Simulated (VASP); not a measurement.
Wanted: the native input for a VASP 6.6.1 run.

```
Task                               : single point
Functional                         : B3LYP
Dispersion                         : D4
Potentials or basis                : VASP PAW PBE potentials, release 64 (O, Mg, S, H)
Cutoff                             : 520 eV
k mesh                             : 1 × 1 × 1
Occupations                        : gaussian, width 0.01 eV
Spin                               : no spin polarisation
Grid for exact exchange (PRECFOCK) : Fast
Exchange at q = 0                  : default
Further INCAR settings             : ALGO = Normal; EDIFF = 1e-06; NBANDS = 16
```

OMgSH2, in a box:

```
O Mg S H
1.0
    13.00000    0.00000    0.00000
     0.00000   13.00000    0.00000
     0.00000    0.00000   11.00000
O Mg S H
1 1 1 2
Direct
  0.39235 0.41485 0.55512
  0.47048 0.51642 0.50444
  0.56885 0.65197 0.44170
  0.35771 0.35126 0.56449
  0.64429 0.62978 0.52115
```

The input as run:

POSCAR

```
MgH2SO
1.0
   13.0000000000      0.0000000000      0.0000000000
    0.0000000000     13.0000000000      0.0000000000
    0.0000000000      0.0000000000     11.0000000000
O Mg S H
1 1 1 2
Direct
    0.3923538500      0.4148538500      0.5551227300
    0.4704846200      0.5164230800      0.5044409100
    0.5688461500      0.6519692300      0.4416954500
    0.3577076900      0.3512615400      0.5644863600
    0.6442923100      0.6297846200      0.5211500000
```

INCAR.step1

```
PREC = Accurate
ENCUT = 520
EDIFF = 1E-5
ISMEAR = 0
SIGMA = 0.01
LREAL = False
LASPH = True
NELM = 60
ALGO = Normal
ISIF = 2
LWAVE = True
LCHARG = False
NBANDS = 16
GGA = PE
```

INCAR.step2

```
PREC = Accurate
ENCUT = 520
EDIFF = 1E-6
ISMEAR = 0
SIGMA = 0.01
LREAL = False
LASPH = True
NELM = 60
ALGO = Normal
ISIF = 2
LWAVE = False
LCHARG = False
GGA = B3
LHFCALC = True
AEXX = 0.2
AGGAX = 0.72
AGGAC = 0.81
ALDAC = 0.19
PRECFOCK = Fast
IVDW = 13
NBANDS = 16
ISTART = 1
```

KPOINTS

```
regular mesh
0
Gamma
  1 1 1
```

Potentials or basis: VASP PAW PBE potentials, release 64 (O, Mg, S, H).

Launch:

```sh
$ cat potpaw_PBE.64/O/POTCAR potpaw_PBE.64/Mg/POTCAR potpaw_PBE.64/S/POTCAR potpaw_PBE.64/H/POTCAR > POTCAR
$ cp INCAR.step1 INCAR
$ mpirun -np 1 vasp_gam > vasp.out
$ cp INCAR.step2 INCAR
$ mpirun -np 1 vasp_gam > vasp.out
```

It gave:

```
Largest force                   : 0.232 eV/Å
Gap between the frontier levels : 5.31 eV
Dispersion energy per atom      : -0.021 eV
```

Caveat: the PAW data sets were made with another functional, which shifts forces and pressure a little.

Wall time 9.6 min on 1 thread of Intel(R) Xeon(R) Platinum 8488C (Sapphire Rapids), on a shared host, peak memory 1.4 GiB.
